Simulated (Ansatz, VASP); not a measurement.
# PtF2 in two plane-wave programs

One calculation is typed for both programs; each brings its own data sets and cutoff. How far apart do they land? The cell is generated by rule, not measured, and may not be a known phase. The cell is taken from a series of VASP runs on this material, whose earlier steps may have relaxed, scaled or displaced it; both programs get it as it stands.

Method: plane waves, with VASP 6.6.1 beside it; band structure at PBEsol and band structure at PBEsol, spin-orbit coupling, in Ansatz 0.2.0.

The structure was built from a prototype and need not be the compound's stable phase.

## Step 1: Set-up

Symmetry: Fm-3m, No. 225, cubic system. Conventional cell: a = 4.996 Å, b = 4.996 Å, c = 4.996 Å, α = 90.00°, β = 90.00°, γ = 90.00°. Nearest to Pt lie 8 F at 2.16 Å. F has 4 Pt at 2.16 Å nearest. Farther neighbours and most contacts between anions are not listed.

Structure file:

```cif
data_structure
_symmetry_space_group_name_H-M 'P 1'
_symmetry_Int_Tables_number 1
_cell_length_a 3.5325
_cell_length_b 3.5325
_cell_length_c 3.5325
_cell_angle_alpha 60.000
_cell_angle_beta 60.000
_cell_angle_gamma 60.000
_cell_volume 31.17
loop_
_atom_site_label
_atom_site_type_symbol
_atom_site_fract_x
_atom_site_fract_y
_atom_site_fract_z
_atom_site_occupancy
Pt1 Pt 0.00000 0.00000 0.00000 1
F2 F 0.25000 0.25000 0.25000 1
F3 F 0.75000 0.75000 0.75000 1
```

## Step 2: VASP: band structure, PBEsol

A single point gives forces, pressure and levels at one fixed geometry, so differences don't come from the geometry; what else differs is listed under the comparison.

Lines of VASP's logs that name or quote its potential files are left out, and so is its time.

Contents of INCAR:

```
SYSTEM = PtF2
PREC = Accurate
ENCUT = 520
EDIFF = 1E-06
NELM = 100
ISMEAR = 0
SIGMA = 0.02
LREAL = .FALSE.
ALGO = Normal
GGA = PS
NBANDS = 25
LORBIT = 11
LWAVE = .FALSE.
LCHARG = .FALSE.
KPAR = 4
ISIF = 2
```

Contents of POSCAR:

```
PtF2
1.0
    0.0000000000      2.4978500000      2.4978500000
    2.4978500000      0.0000000000      2.4978500000
    2.4978500000      2.4978500000      0.0000000000
Pt F
1 2
Direct
    0.0000000000      0.0000000000      0.0000000000
    0.2500000000      0.2500000000      0.2500000000
    0.7500000000      0.7500000000      0.7500000000
```

Contents of KPOINTS:

```
Automatic mesh
0
Gamma
14 14 14
0 0 0
```

Contents of KPOINTS_OPT:

```
Line mode
24
Line-mode
Reciprocal
  0.00000000   0.00000000   0.00000000 GAMMA
  0.50000000   0.00000000   0.50000000 X

  0.50000000   0.00000000   0.50000000 X
  0.50000000   0.25000000   0.75000000 W

  0.50000000   0.25000000   0.75000000 W
  0.37500000   0.37500000   0.75000000 K

  0.37500000   0.37500000   0.75000000 K
  0.00000000   0.00000000   0.00000000 GAMMA

  0.00000000   0.00000000   0.00000000 GAMMA
  0.50000000   0.50000000   0.50000000 L

  0.50000000   0.50000000   0.50000000 L
  0.62500000   0.25000000   0.62500000 U

  0.62500000   0.25000000   0.62500000 U
  0.50000000   0.25000000   0.75000000 W

  0.50000000   0.25000000   0.75000000 W
  0.50000000   0.50000000   0.50000000 L

  0.50000000   0.50000000   0.50000000 L
  0.37500000   0.37500000   0.75000000 K

  0.62500000   0.25000000   0.62500000 U
  0.50000000   0.00000000   0.50000000 X
```

The projector-augmented-wave data sets are Pt and F (PBE family, release 64).

The run is started by

```console
> mpirun -np 4 vasp_std
```

Numbers of over 12 decimals in the logs are rounded to 6 here.

The log of the run:

```text
[banner, memory and clock lines left out]
running    4 mpi-ranks, on    1 nodes
 distrk:  each k-point on    1 cores,    4 groups
 distr:  one band on    1 cores,    1 groups

 POSCAR found type information on POSCAR PtF
 POSCAR found :  2 types and       3 ions
|                                                                             |
|               ----> ADVICE to this user running VASP <----                  |
|                                                                             |
|     You enforced a specific xc type in the INCAR file but a different       |
|     [... a line on the potential file left out ...]
|     I HOPE YOU KNOW WHAT YOU ARE DOING!                                     |
|                                                                             |

 LDA part: xc-table for (Slater+PW92), standard interpolation
 POSCAR, INCAR and KPOINTS ok, starting setup
 FFT: planning ... GRIDC
 FFT: planning ... GRID_SOFT
 FFT: planning ... GRID
 WAVECAR not read
 entering main loop
       N       E                     dE             d eps       ncg     rms          rms(c)
DAV:   1     0.142558823026E+03    0.14256E+03   -0.13247E+04  5256   0.948E+02
DAV:   2    -0.699152477287E+01   -0.14955E+03   -0.14365E+03  6396   0.254E+02
DAV:   3    -0.116673589381E+02   -0.46758E+01   -0.46325E+01  6167   0.421E+01
DAV:   4    -0.116906811761E+02   -0.23322E-01   -0.23320E-01  6195   0.329E+00
DAV:   5    -0.116908643594E+02   -0.18318E-03   -0.18318E-03  6283   0.291E-01    0.224E+01
DAV:   6    -0.109377413537E+02    0.75312E+00   -0.16087E+00  5397   0.131E+01    0.157E+01
DAV:   7    -0.109122487511E+02    0.25493E-01   -0.18629E-01  5683   0.399E+00    0.897E+00
DAV:   8    -0.109057728603E+02    0.64759E-02   -0.12554E-02  6277   0.900E-01    0.826E-01
DAV:   9    -0.109053078586E+02    0.46500E-03   -0.12411E-03  6244   0.289E-01    0.659E-02
DAV:  10    -0.109053581476E+02   -0.50289E-04   -0.72713E-05  5539   0.536E-02    0.303E-02
DAV:  11    -0.109053632004E+02   -0.50528E-05   -0.34287E-06  6003   0.109E-02    0.178E-02
DAV:  12    -0.109053639376E+02   -0.73721E-06   -0.21971E-06  5484   0.107E-02
   1 F= -.10905364E+02 E0= -.10904851E+02  d E =-.102491E-02
 Start KPOINTS_OPT (optional k-point list driver)
k-point batch [1-104\240]
       N       E                     dE             ncg
DAV:   1     0.132559627362E+05   -0.60899E+05     5248
DAV:   2    -0.216638626165E+04   -0.15422E+05     6396
DAV:   3    -0.264243548028E+04   -0.47605E+03     6253
DAV:   4    -0.264498014534E+04   -0.25447E+01     6535
DAV:   5    -0.264500318342E+04   -0.23038E-01     6528
DAV:   6    -0.264500348967E+04   -0.30625E-03     6530
DAV:   7    -0.264500349407E+04   -0.43933E-05     5745
DAV:   8    -0.264500349432E+04   -0.25509E-06     4792
[...]
k-point batch [209-240\240]
       N       E                     dE             ncg
DAV:   1     0.720357669011E+05   -0.28574E+05     1624
DAV:   2     0.673428407370E+05   -0.46929E+04     1948
DAV:   3     0.672006414416E+05   -0.14220E+03     1958
DAV:   4     0.671999017370E+05   -0.73970E+00     2008
DAV:   5     0.671998953562E+05   -0.63809E-02     2071
DAV:   6     0.671998952738E+05   -0.82340E-04     2054
DAV:   7     0.671998952727E+05   -0.11456E-05     1814
DAV:   8     0.671998952726E+05   -0.69849E-07     1531
```

OUTCAR, selected parts (step 2):

```text
ion  position               nearest neighbor table
   1  0.000  0.000  0.000-   3 2.16   3 2.16   3 2.16   2 2.16   3 2.16   2 2.16   2 2.16   2 2.16

  LATTYP: Found a face centered cubic cell.
 ALAT       =     4.9957000000

 Subroutine GETGRP returns: Found 48 space group operations
 (whereof 48 operations were pure point group operations)

The static configuration has the point symmetry O_h .

 Found    104 irreducible k-points:

   k-points           NKPTS =    104   k-points in BZ     NKDIM =    104   number of bands    NBANDS=     25

   dimension x,y,z NGX =    28 NGY =   28 NGZ =   28
   dimension x,y,z NGXF=    56 NGYF=   56 NGZF=   56

   ENCUT  =  520.0 eV  38.22 Ry    6.18 a.u.   6.57  6.57  6.57*2*pi/ulx,y,z

   NELECT =      24.0000    total number of electrons

 k-points in reciprocal lattice and weights: Automatic mesh
   0.00000000  0.00000000  0.00000000       0.000
   0.07142857  0.00000000  0.00000000       0.003
   0.14285714  0.00000000  0.00000000       0.003
   0.21428571  0.00000000  0.00000000       0.003
   0.28571429  0.00000000  0.00000000       0.003
   0.35714286  0.00000000  0.00000000       0.003
   0.42857143  0.00000000  0.00000000       0.003
   0.50000000  0.00000000  0.00000000       0.001
   0.07142857  0.07142857  0.00000000       0.002
[...]
-0.28571429  0.42857143  0.21428571       0.009
  -0.28571429  0.50000000  0.21428571       0.004

 average (electrostatic) potential at core
       1 -66.0108       2 -74.1972       3 -74.1972

 E-fermi :   7.6503

 k-point     1 :       0.0000    0.0000    0.0000
  band No.  band energies     occupation
    ...
      7       1.6040      2.00000
      8       1.6040      2.00000
      9       4.9074      2.00000
     10       4.9074      2.00000
     11       7.6070      1.99781
     12       8.5920      0.00000
     13       8.5920      0.00000
     14       8.5920      0.00000
     15      18.6513      0.00000
     16      18.6513      0.00000
    ...

 k-point     2 :       0.0714    0.0000    0.0000
  band No.  band energies     occupation
    ...
      6       1.4482      2.00000
      7       1.5339      2.00000
      8       1.5339      2.00000
      9       4.9589      2.00000
     10       4.9589      2.00000
     11       7.8250      0.00000
     12       8.4830      0.00000
     13       8.5515      0.00000
     14       8.5515      0.00000
     15      18.2275      0.00000
    ...

 k-point     3 :       0.1429    0.0000    0.0000
  band No.  band energies     occupation
    ...
      6       1.0567      2.00000
      7       1.3518      2.00000
      8       1.3518      2.00000
      9       5.0810      2.00000
     10       5.0810      2.00000
     11       7.9789      0.00000
     12       8.4443      0.00000
     13       8.4443      0.00000
     14       8.6048      0.00000
     15      17.3446      0.00000
    ...

  Total        8.7295894      8.7295894      8.7295894     -0.0000000     -0.0000000      0.0000000
  in kB      448.7199111    448.7199111    448.7199111     -0.0000000     -0.0000000      0.0000000
  external PRESSURE =     448.7199111 kB  Pullay stress =       0.0000000 kB

  energy-cutoff  :      520.00
  volume of cell :       31.17
      direct lattice vectors                 reciprocal lattice vectors
     0.000000000  2.497850000  2.497850000    -0.200172148  0.200172148  0.200172148
     2.497850000  0.000000000  2.497850000     0.200172148 -0.200172148  0.200172148
     2.497850000  2.497850000  0.000000000     0.200172148  0.200172148 -0.200172148

 POSITION                                       TOTAL-FORCE (eV/Angst)
 -----------------------------------------------------------------------------------
      0.00000      0.00000      0.00000         0.000000      0.000000     -0.000000
      1.24893      1.24893      1.24893        -0.000000      0.000000     -0.000000
      3.74678      3.74678      3.74678         0.000000     -0.000000      0.000000
 -----------------------------------------------------------------------------------
    total drift:                                0.000000      0.000000      0.000000

  FREE ENERGIE OF THE ION-ELECTRON SYSTEM (eV)
  ---------------------------------------------------
  free  energy   TOTEN  =       -10.9053639376 eV

  energy  without entropy=      -10.9043390304  energy(sigma->0) =      -10.90485148

 total charge
# of ion       s       p       d       tot
------------------------------------------
    1        0.398   0.439   8.198   9.034
    2        1.764   4.289   0.000   6.053
    3        1.764   4.289   0.000   6.053
--------------------------------------------------
tot          3.926   9.016   8.198  21.140

[... 3 further parts left out ...]
```

The run ends at a pressure of 44.87 GPa.

## Step 3: Ansatz: band structure, PBEsol

Ansatz runs on its default PAW (the set named soft_2) files.

The same cell, functional, mesh and smearing now go to Ansatz, which takes its cutoff from its data sets.

Contents of input.yaml:

```yaml
crystal:
  lattice:
    - [0.0, 2.49785, 2.49785]
    - [2.49785, 0.0, 2.49785]
    - [2.49785, 2.49785, 0.0]
  atoms:
    - { symbol: Pt, position: [0.0, 0.0, 0.0] }
    - { symbol: F, position: [0.25, 0.25, 0.25] }
    - { symbol: F, position: [0.75, 0.75, 0.75] }
hamiltonian:
  xc: pbesol
  pseudopotentials: { kind: paw }
kpoints:
  mp_grid: { grid: [14, 14, 14] }
  band_path:
    path:
      - [0.0, 0.0, 0.0]
      - [0.17391, 0.0, 0.17391]
      - [0.34783, 0.0, 0.34783]
      - [0.5, 0.0, 0.5]
      - [0.5, 0.08696, 0.58696]
      - [0.5, 0.18478, 0.68478]
      - [0.49457, 0.25543, 0.75]
      - [0.45109, 0.29891, 0.75]
      - [0.40761, 0.34239, 0.75]
      - [0.34239, 0.34239, 0.68478]
      - [0.21196, 0.21196, 0.42391]
      - [0.08152, 0.08152, 0.16304]
      - [0.04348, 0.04348, 0.04348]
      - [0.23913, 0.23913, 0.23913]
      - [0.41304, 0.41304, 0.41304]
      - [0.5163, 0.46739, 0.5163]
      - [0.55978, 0.38043, 0.55978]
      - [0.6087, 0.28261, 0.6087]
      - [0.60326, 0.25, 0.64674]
      - [0.55978, 0.25, 0.69022]
      - [0.5163, 0.25, 0.7337]
      - [0.5, 0.30435, 0.69565]
      - [0.5, 0.3913, 0.6087]
      - [0.5, 0.47826, 0.52174]
      - [0.47283, 0.47283, 0.55435]
      - [0.42391, 0.42391, 0.65217]
      - [0.38043, 0.38043, 0.73913]
      - [0.59239, 0.18478, 0.59239]
      - [0.54891, 0.09783, 0.54891]
      - [0.5, 0.0, 0.5]
    npoints: 1
scf:
  occupations: { method: gaussian, width: 0.02 }
  n_extra_bands: 7
output:
  forces: true
  stress: true
  eigenvalues: true
```

The run is started by

```console
> ansatz run input.yaml --threads 2 --pin off --max-ram 4608MiB --backend cpu --events-out ev --progress --plain --runs-dir out
```

The log of the run:

```text
scf.n_extra_bands = 7 over 16 filled bands (N_el = 32.0): the run solves 23 bands
Engine: ansatz 0.2.0, aarch64-unknown-linux-gnu
Pseudopotentials: kind: paw
Pseudopotential: Pt, paw, valence charge 18, recommended cutoff 420 eV (normal), Pt.paw.azcp
Pseudopotential: F, paw, valence charge 7, recommended cutoff 420 eV (normal), F.paw.azcp
Functional definition: PBEsol
  exchange = pbesol_x
  correlation = pbesol_c
Crystal: 3 atoms, lattice volume = 31.169 Å³
Basis set: ecut = 420 eV, 609 PW (Γ), exchange–correlation on 48×48×48 points (8 copies of the dense FFT grid, shifted against one another)
Bands: 23, of which v1, the nominal top of the filled ones, is band 16 counted from 1 (15 counted from 0)
Symmetry: 48 space group operations
Space group: Fm-3m (ITA 225), of the structure as read, at distance tolerance 3.1e-5 Å
k-points: 104 of 2744
Non-local potential: Pt, projectors of the file, l = 0: 3, l = 1: 2, l = 2: 2, l = 3: 1
Non-local potential: F, projectors of the file, l = 0: 2, l = 1: 2, l = 2: 1
PAW form: soft (Blöchl's): semilocal exchange-correlation on the pseudo side does not see the compensation charge
PAW frozen core: Pt, regenerated for the run's functional, and the local potential with it (the file was generated under x = pbe(κ = 0.804, μ = 0.219515), c = pbe(β = 0.066725))
PAW frozen core: F, regenerated for the run's functional, and the local potential with it (the file was generated under x = pbe(κ = 0.804, μ = 0.219515), c = pbe(β = 0.066725))
PAW one-centre angular grid: Pt, 590 points (default); XC on 64 Gauss nodes
PAW one-centre angular grid: F, 110 points (default); XC on 64 Gauss nodes
Initial density: superposition of atomic densities (neutral atoms: chi_scale 0, normalization atom), corrected by the library's trained network
Initial wavefunctions: pseudopotential atomic-orbital guess
Functional: x = pbesol(κ = 0.804, μ = 0.123457), c = pbesol(β = 0.046)
SCF iter   1: F=—  HF=-13979.166581 eV  |F-HF|=—  |Δ(HF+E_count)|=         —  Δρ=2.88e-2  dr2=1.68e-1  ethr=1.77e-3  ⟨swp⟩=5.1  Hψ=10261  notcnv=0  defer=1
preconditioner: auto → LDOS  [metal: Δε(μ)=0.007 eV  Ē_g=18.928 eV  σ=0.020 eV  W_gap=0.18  n_scr=14 (ndim 8)  ℏωp=32.6 eV  f_vac=0.055  D(μ)=4.78/eV (n_scr^D=64)  β→1.0]
SCF iter   2: F=—  HF=-13979.151263 eV  |F-HF|=—  |Δ(HF+E_count)|=   1.53e-2  Δρ=1.50e-2  dr2=9.08e-2  ethr=5.26e-4  ⟨swp⟩=2.0  Hψ=3727  notcnv=0  defer=219
SCF iter   3: F=—  HF=-13979.140407 eV  |F-HF|=—  |Δ(HF+E_count)|=   1.09e-2  Δρ=1.49e-2  dr2=5.61e-2  ethr=2.84e-4  ⟨swp⟩=2.5  Hψ=3180  notcnv=0  defer=228
SCF iter   4: F=—  HF=-13979.126723 eV  |F-HF|=—  |Δ(HF+E_count)|=   1.37e-2  Δρ=3.69e-3  dr2=5.01e-3  ethr=1.75e-4  ⟨swp⟩=2.6  Hψ=3618  notcnv=0  defer=230
SCF iter   5: F=—  HF=-13979.125478 eV  |F-HF|=—  |Δ(HF+E_count)|=   1.25e-3  Δρ=2.77e-4  dr2=2.41e-5  ethr=1.57e-5  ⟨swp⟩=2.0  Hψ=4022  notcnv=0  defer=232
SCF iter   6: F=—  HF=-13979.125450 eV  |F-HF|=—  |Δ(HF+E_count)|=   2.77e-5  Δρ=4.88e-5  dr2=4.43e-7  ethr=7.52e-8  ⟨swp⟩=2.0  Hψ=3410  notcnv=0  defer=232
SCF iter   7: F=-13979.125450 eV  HF=-13979.125450 eV  |F-HF|=2.25e-9  |Δ(HF+E_count)|=   3.99e-8  Δρ=4.51e-6  dr2=2.95e-9  ethr=3.13e-10  ⟨swp⟩=8.3  Hψ=10764  notcnv=0
SCF 1 converged in 7 iterations: F = -13979.125450 eV  dr2 = 2.95e-9
  greatest PAW one-centre occupation: 1.000 electrons in one spin orbital (limit 2), on the Pt atom at site 0 (counted from 0), in its partial waves of l = 0
NSCF: frozen V_eff on 30 k-points
SCF converged after 7 iterations
Free energy (F): -13979.125450 eV
Harris-Foulkes:  -13979.125450 eV  (|F-HF|=2.25e-9)
Internal energy: -13979.124416 eV  (E = F + TS)
E sigma→0 (E₀):  -13979.124933 eV
Entropy (-TS):   -0.001034 eV (-0.345 meV/atom)
Fermi energy:    15.157616 eV
--- Per-component energies (eV) ---
  E_band       = -236.684928
  E_kinetic    = 1057.341405
  E_local      = -2771.751116  (includes V_loc(G=0)·N_el)
  E_nonlocal   = 357.240177
  E_hartree    = 1023.687735
  E_xc         = -416.172422
  E_vxc        = -503.549615  (∫ρ·V_xc dr)
  E_paw        = -9704.976342  (= ΣΔE_a)
  E_vpaw       = -423.347893  (= ΣTr[D̂ρ^β])
  E_aug_tail   = 0.004098  (compensation charges beyond the density's cutoff)
  E_ewald      = -3524.869819
  E_core_change = 0.371866  (= ΣΔE_core)
  E_smearing   = -0.001034  (= −TS)
  E_closure    = 0.000000  (closes the sum)
  Σ components = -13979.125450   (vs F -13979.125450, Δ=0.00e0)
--- Forces (eV/Å), atoms counted from 1 ---
  atom   1  Pt    -0.00000000     0.00000000    -0.00000000
  atom   2  F      0.00000000     0.00000000     0.00000000
  atom   3  F      0.00000000     0.00000000     0.00000000
  max |Σ_I F_I| component: 5.78e-18 eV/Å
--- Stress (GPa, compression-positive) ---
       44.671426      -0.000000       0.000000
        0.000000      44.671426       0.000000
       -0.000000       0.000000      44.671426
  P = ⅓ Tr σ = 44.6714 GPa (446.714 kbar)
--- Band table (eV; the first three rows and the last of 104) ---
  k-point 0: bands = [... 12 lower, 12.4022, 12.4022, 15.1346, 16.0997, 16.0997, 16.0997, 26.1756, 26.1756, ... 3 higher]
  k-point 1: bands = [... 12 lower, 12.4537, 12.4537, 15.3515, 15.9911, 16.0592, 16.0592, 25.7503, 26.3040, ... 3 higher]
  k-point 2: bands = [... 12 lower, 12.5756, 12.5756, 15.4918, 15.9520, 15.9520, 16.1246, 24.8647, 26.6761, ... 3 higher]
  k-point 103: bands = [... 12 lower, 12.9780, 13.1108, 13.7126, 14.0222, 14.8633, 21.5972, 24.1699, 25.2434, ... 3 higher]
```

The job ended after 2.3 s (2 threads of Arm Neoverse V2, shared host; peak memory 0.33 GiB).

## Step 4: Differences

Known differences besides the potentials themselves: the data sets hold 32 valence electrons in Ansatz (default PAW (the set named soft_2) files) and 24 in VASP; the cutoff is 420 eV in Ansatz and 520 eV in VASP; Ansatz makes its cores anew for this functional, VASP keeps those of its PBE data sets; VASP leaves aspherical gradient terms in its spheres out (LASPH is not set), Ansatz keeps them. Total energies have different zeros and are not compared.

The two programs side by side:

| quantity | Ansatz | VASP | difference |
| --- | --- | --- | --- |
| pressure (GPa) | 44.67 | 44.87 | -0.20 |
| pressure without Ansatz's Pulay correction (GPa) | 43.82 | 44.87 | -1.05 |

Levels from 3 eV below to 2 eV above the Fermi level differ by 8 meV r.m.s. and 20 meV at most; each VASP level is matched to the nearest of Ansatz, which flatters the figure a little. Ansatz's pressure holds a Pulay correction of 0.85 GPa; VASP's holds none.

[end of part 1 of 2]

[Lines on the potential files, build, host, timing and source positions are cut from VASP's logs without a mark.]

[Logs are printed without paths, hosts, clocks, repeated set-up lines and the standing remarks that a program may print on its own settings, such as how far it seeks lower states.]

[Hosts, paths, dates, database ids (printed as entryN), source tags and the programs' standing remarks are cut or masked in the printed files.]
